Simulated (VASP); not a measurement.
Given:

```
C
1.0
    0.00000     1.79426     1.79426
    1.79426     0.00000     1.79426
    1.79426     1.79426     0.00000
C
2
Direct
  0.50000   0.50000   0.50000
  0.75000   0.75000   0.75000
```

The numbers are results of PBE GGA, VASP's PBE PAW potentials (set 64) (plane waves; VASP), not measurements. Settings: 400 eV cut-off, 13×13×13 Γ-centred mesh, Gaussian smearing of 0.010 eV, potentials C.

At this cut-off the stress carries a Pulay error, which pulls relaxed volumes low.

Task: Give the stress tensor in GPa (positive for a compressed cell).

Result: 
```
-9.67   0.00   0.00
 0.00  -9.67   0.00
 0.00   0.00  -9.67
```
The pressure is its mean diagonal, -9.67 GPa.

The structure comes from a computed database's C entry; how it stands against other phases isn't given here. The cell was not relaxed at this level.
